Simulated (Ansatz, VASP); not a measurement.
# Cross-check of P2W between VASP and Ansatz, part 2 of 2

Aim: how closely do two programs agree when they are given the same cell, functional and k mesh? The cell is taken from a series of VASP runs on this material, whose earlier steps may have relaxed, scaled or displaced it; both programs get it as it stands.

VASP 6.6.1 and Ansatz 0.2.0.

So far: The starting structure; VASP: zone-centre phonons, r2SCAN.

**3. Ansatz: zone-centre phonons, r2SCAN**

Level of this step: Ansatz beside VASP: Kohn-Sham DFT, plane waves, r2SCAN (Ansatz).

Ansatz runs on its default PAW (the set named soft_2) files.

The same cell, functional, mesh and smearing now go to Ansatz, which takes its cutoff from its data sets.

Contents of input.yaml:

```yaml
crystal:
  lattice:
    - [4.2370807001, -1.5913367088, -0.000849791]
    - [4.2370807001, 1.5913367088, -0.000849791]
    - [-3.6515136806, 0.0, 6.5105384949]
  atoms:
    - { symbol: P, position: [0.1381086931, 0.1381086931, 0.0251278656] }
    - { symbol: P, position: [0.8618913069, 0.8618913069, 0.9748721344] }
    - { symbol: P, position: [0.6002130682, 0.6002130682, 0.4012921383] }
    - { symbol: P, position: [0.3997869318, 0.3997869318, 0.5987078617] }
    - { symbol: W, position: [0.8417601232, 0.8417601232, 0.2932268728] }
    - { symbol: W, position: [0.1582398768, 0.1582398768, 0.7067731272] }
hamiltonian:
  xc: r2scan
  pseudopotentials: { kind: paw }
kpoints:
  mp_grid: { grid: [10, 10, 5] }
scf:
  occupations: { method: methfessel_paxton, width: 0.2 }
phonons:
  method: dfpt
  qpoints: [[0, 0, 0]]
```

The run is started by

```bash
ansatz run input.yaml --threads 4 --pin off --max-ram 9216MiB --backend cpu --events-out ev --progress --plain --runs-dir out
```

Numbers of over 12 decimals in the logs are rounded to 6 here.

The program printed:

```text
Engine: ansatz 0.2.0, aarch64-unknown-linux-gnu
Pseudopotentials: kind: paw
Pseudopotential: P, paw, valence charge 5, recommended cutoff 500 eV (meta_gga), P.paw.azcp
Pseudopotential: W, paw, valence charge 14, recommended cutoff 500 eV (meta_gga), W.paw.azcp
Functional definition: r2SCAN
  parameter k0 = 0.174
  parameter k1 = 0.065
  parameter a1 = 4.9479
  exchange = r2scan_x(k0 = k0, k1 = k1, a1 = a1)
  correlation = r2scan_c
Crystal: 6 atoms, lattice volume = 87.786 Å³
Basis set: ecut = 500 eV, 2229 PW (Γ), exchange–correlation on 180×180×300 points (125 copies of the dense FFT grid, shifted against one another)
Bands: 30, of which v1, the nominal top of the filled ones, is band 24 counted from 1 (23 counted from 0)
Symmetry: 4 space group operations
k-points: 252 of 500 (irreducible under 1 space group operation, time reversal used)
Non-local potential: P, projectors of the file, l = 0: 2, l = 1: 2, l = 2: 2
Non-local potential: W, projectors of the file, l = 0: 3, l = 1: 2, l = 2: 2, l = 3: 1
PAW form: soft (Blöchl's): semilocal exchange-correlation on the pseudo side does not see the compensation charge
PAW frozen core: P, regenerated for the run's functional (the file was generated under x = pbe(κ = 0.804, μ = 0.219515), c = pbe(β = 0.066725))
PAW frozen core: W, regenerated for the run's functional (the file was generated under x = pbe(κ = 0.804, μ = 0.219515), c = pbe(β = 0.066725))
PAW one-centre angular grid: P, 302 points (default); XC on 160 Gauss nodes
PAW one-centre angular grid: W, 590 points (default); XC on 160 Gauss nodes
Initial density: superposition of atomic densities (neutral atoms: chi_scale 0, normalization atom), corrected by the library's trained network
Initial wavefunctions: pseudopotential atomic-orbital guess
Functional: x = r2scan, c = r2scan; τ floored in thin density (d = 2e-4 eV/Å³)
SCF iter   1: F=—  HF=-23833.454836 eV  |F-HF|=—  |Δ(HF+E_count)|=         —  Δρ=1.30e-2  dr2=2.17e-1  dr2_τ=1.78e-1  ethr=1.77e-3  ⟨swp⟩=5.7  Hψ=35388  notcnv=0
preconditioner: auto → Kerker (q_TF=auto, 2.467 Å⁻¹)  [metal: Δε(μ)=0.049 eV  Ē_g=8.455 eV  σ=0.200 eV  W_gap=0.20  n_scr=20 (ndim 8)  ℏωp=22.4 eV  f_vac=0.000  D(μ)=1.21/eV (n_scr^D=4)]
SCF iter   2: F=—  HF=-23833.556566 eV  |F-HF|=—  |Δ(HF+E_count)|=   1.02e-1  S|Δr|=    0.00e0  Δρ=5.14e-3  dr2=1.32e-2  dr2_τ=5.74e-3  ethr=4.53e-4  ⟨swp⟩=2.5  Hψ=12896  notcnv=0  defer=2
SCF iter   3: F=—  HF=-23833.562629 eV  |F-HF|=—  |Δ(HF+E_count)|=   6.06e-3  S|Δr|=    0.00e0  Δρ=2.60e-3  dr2=3.20e-3  dr2_τ=3.01e-4  ethr=2.75e-5  ⟨swp⟩=2.3  Hψ=11680  notcnv=0  defer=2
SCF iter   4: F=—  HF=-23833.564458 eV  |F-HF|=—  |Δ(HF+E_count)|=   1.83e-3  S|Δr|=    0.00e0  Δρ=3.46e-4  dr2=1.31e-4  dr2_τ=9.30e-6  ethr=6.66e-6  ⟨swp⟩=2.8  Hψ=13329  notcnv=0  defer=2
SCF iter   5: F=—  HF=-23833.564476 eV  |F-HF|=—  |Δ(HF+E_count)|=   1.79e-5  S|Δr|=    0.00e0  Δρ=6.75e-5  dr2=5.15e-6  dr2_τ=1.16e-6  ethr=2.72e-7  ⟨swp⟩=2.0  Hψ=10780  notcnv=0  defer=2
SCF iter   6: F=—  HF=-23833.564475 eV  |F-HF|=—  |Δ(HF+E_count)|=   1.08e-6  S|Δr|=    0.00e0  Δρ=2.01e-5  dr2=4.32e-7  dr2_τ=3.11e-8  ethr=1.07e-8  ⟨swp⟩=2.0  Hψ=11216  notcnv=0  defer=2
SCF iter   7: F=—  HF=-23833.564576 eV  |F-HF|=—  |Δ(HF+E_count)|=   1.01e-4  S|Δr|=    0.00e0  Δρ=2.88e-6  dr2=7.70e-9  dr2_τ=4.08e-10  ethr=9.00e-10  ⟨swp⟩=2.0  Hψ=11166  notcnv=0  defer=11
SCF iter   8: F=—  HF=-23833.564576 eV  |F-HF|=—  |Δ(HF+E_count)|=   4.99e-9  S|Δr|=    0.00e0  Δρ=6.39e-7  dr2=5.96e-10  dr2_τ=2.07e-11  ethr=1.60e-11  ⟨swp⟩=2.0  Hψ=11985  notcnv=0  defer=11
SCF iter   9: F=—  HF=-23833.564576 eV  |F-HF|=—  |Δ(HF+E_count)|=  1.71e-10  S|Δr|=    0.00e0  Δρ=1.42e-7  dr2=2.36e-11  dr2_τ=1.28e-12  ethr=1.24e-12  ⟨swp⟩=2.0  Hψ=10799  notcnv=0  defer=12
SCF iter  10: F=-23833.564576 eV  HF=-23833.564576 eV  |F-HF|=1.82e-11  |Δ(HF+E_count)|=  3.27e-11  S|Δr|=    0.00e0  Δρ=3.13e-8  dr2=1.24e-12  dr2_τ=1.37e-13  ethr=1.00e-12  ⟨swp⟩=11.4  Hψ=43021  notcnv=0
SCF 1 converged in 10 iterations: F = -23833.564576 eV  dr2 = 1.24e-12
  greatest PAW one-centre occupation: 0.999 electrons in one spin orbital (limit 2), on the W atom at site 5 (counted from 0), in its partial waves of l = 0
DFPT response loops at Γ: preconditioner auto → Kerker (q_TF=auto, 2.467 Å⁻¹) (partly filled bands, converged f_vac=0.000); β = 1.00, the filter's whole step (`scf.mixing.beta` (0.50) is not read by the response loops under this deck's `scf.mixing.preconditioner`; to damp them name `kerker` or `kerker_dos`, under which they read `scf.mixing.beta`, and type it under 1.00, their step now; both keys bind the ground state too); Broyden in place of MSR1
SCF converged after 10 iterations
Stability not checked: this state was not tested for a lower state beside it, because cold or Methfessel-Paxton smearing, or corrected tetrahedra, fill the levels in a way that the test cannot read (fill_not_monotonic; see scf.lower_state_search)
Free energy (F): -23833.564576 eV
Harris-Foulkes:  -23833.564576 eV  (|F-HF|=1.82e-11)
Internal energy: -23833.567713 eV  (E = F + TS)
E sigma→0 (E₀):  -23833.565360 eV
Entropy (-TS):   0.003137 eV (0.523 meV/atom)
Fermi energy:    15.681783 eV
--- Per-component energies (eV) ---
  E_band       = -229.024408
  E_kinetic    = 1198.864591
  E_local      = -2146.317329  (includes V_loc(G=0)·N_el)
  E_nonlocal   = 133.501336
  E_hartree    = 817.673785
  E_xc         = -738.446795
  E_vxc        = -790.711139  (∫ρ·V_xc dr)
  E_paw        = -19490.137643  (= ΣΔE_a)
  E_vpaw       = -299.057091  (= ΣTr[D̂ρ^β])
  E_aug_tail   = -0.000089  (compensation charges beyond the density's cutoff)
  E_vtau       = 39.347722  (kinetic-family band-sum trace: ∫τ·v_τ [+ j·A + Jᵃ·Aᵃ] dr)
  E_ewald      = -3607.166302
  E_core_change = -1.539266  (= ΣΔE_core)
  E_smearing   = 0.003137  (= −TS)
  E_closure    = 0.000000  (closes the sum)
  Σ components = -23833.564576   (vs F -23833.564576, Δ=0.00e0)
--- Band table (eV; the first three rows and the last of 252) ---
  k-point 0: bands = [... 20 lower, 13.1248, 13.4149, 13.7567, 15.2731, 16.2392, 16.6168, 17.5255, 18.6260, ... 2 higher]
  k-point 1: bands = [... 20 lower, 13.1786, 13.3765, 13.7062, 15.4609, 16.2377, 16.5824, 17.7221, 18.8604, ... 2 higher]
  k-point 2: bands = [... 20 lower, 12.7032, 13.7805, 14.0763, 14.7682, 16.7913, 17.3028, 17.9634, 18.2570, ... 2 higher]
  k-point 251: bands = [... 20 lower, 13.5256, 13.9248, 14.5122, 15.1302, 16.5235, 16.5796, 17.0568, 18.0280, ... 2 higher]
--- Phonons (Γ-DFPT): 9 representative perturbations + reference, on 252 of 500 k-points (Σ response iterations 68) ---
  k mesh reduced under 1 symmetry operation, with k and −k counted as one. Each operation leaves every solved perturbation unchanged. A smaller set is not considered because the functional reads the kinetic-energy density
  ASR residual: 7.127e-5 → 0.000e0 eV/Å²; symmetrization residual: 1.582e-5 eV/Å²
  ASR residual per site (eV/Å²): 5.22e-5 5.22e-5 4.88e-5 4.88e-5 7.13e-5 7.13e-5
  Γ frequencies (cm⁻¹): 0.00 0.00 0.00 142.76 145.68 218.69 247.08 267.48 269.00 275.84 294.23 296.87 304.79 378.75 380.17 390.31 407.83 490.98
  non-analytic LO–TO correction: not included (Born effective charges unavailable; polar crystals: no LO–TO splitting at Γ)
--- Phonons (arbitrary-q DFPT): 1 explicit q-point ---
  q = [0, 0, 0] (of the zone-centre solve; hermiticity 1.22e-6, symmetrization 3.14e-9): -0.00 -0.00 -0.00 142.76 145.68 218.69 247.08 267.48 269.00 275.84 294.23 296.87 304.79 378.75 380.17 390.31 407.83 490.98
  sum rule: each row above includes the acoustic sum rule's correction from the zone centre's row sums; it moved no ω² by more than (0.88 cm⁻¹)²
```

The job ended after 31 min (4 threads of Arm Neoverse N1, shared host; peak memory 4.5 GiB; 2 h of CPU time).

**4. Side by side**

Known differences besides the potentials themselves: VASP keeps PBE cores, Ansatz makes them for the functional; the data sets hold 48 valence electrons in Ansatz (default PAW (the set named soft_2) files) and 32 in VASP; the cutoff is 500 eV in Ansatz and 400 eV in VASP; VASP uses finite displacements, Ansatz perturbation theory. Total energies have different zeros and are not compared.

The two programs side by side:

```csv
quantity,Ansatz,VASP,difference
optical mode 1 (cm⁻¹),142.8,143.5,-0.49 %
optical mode 2 (cm⁻¹),145.7,145.7,-0.03 %
optical mode 3 (cm⁻¹),218.7,218.9,-0.09 %
optical mode 4 (cm⁻¹),247.1,248.4,-0.54 %
optical mode 5 (cm⁻¹),267.5,268.8,-0.47 %
optical mode 6 (cm⁻¹),269.0,269.7,-0.28 %
optical mode 7 (cm⁻¹),275.8,277.1,-0.47 %
optical mode 8 (cm⁻¹),294.2,296.8,-0.87 %
optical mode 9 (cm⁻¹),296.9,298.2,-0.45 %
optical mode 10 (cm⁻¹),304.8,305.5,-0.22 %
optical mode 11 (cm⁻¹),378.8,379.6,-0.23 %
optical mode 12 (cm⁻¹),380.2,381.5,-0.34 %
optical mode 13 (cm⁻¹),390.3,391.9,-0.40 %
optical mode 14 (cm⁻¹),407.8,409.6,-0.44 %
optical mode 15 (cm⁻¹),491.0,487.2,+0.78 %
```

Modes are paired by rising frequency and degeneracy, not by their patterns, so a pair may still set unlike modes beside each other.

**5. Results**

| Quantity | Value |
| --- | --- |
| r.m.s. difference of the optical zone-centre modes, each program's sorted by frequency (zone-centre phonons, r2SCAN) | 1.6 cm⁻¹ |
| difference in optical mode 8 (zone-centre phonons, r2SCAN) | -0.9 % |

**Reading.** The r.m.s. difference of the optical zone-centre modes, each program's sorted by frequency is 1.6 cm⁻¹ (zone-centre phonons, r2SCAN). Among the rows given in per cent, the largest difference of the zone-centre phonons, r2SCAN pair is in optical mode 8, -0.9 %. Such differences can come from data sets, numerical settings and the points named under the comparisons, not from the functional's error against experiment.

[Lines on the potential files, build, host, timing and source positions are cut from VASP's logs without a mark.]

[Logs are printed without paths, hosts, clocks, repeated set-up lines and the standing remarks that a program may print on its own settings, such as how far it seeks lower states.]

[Hosts, paths, dates, database ids (printed as entryN), source tags and the programs' standing remarks are cut or masked in the printed files.]
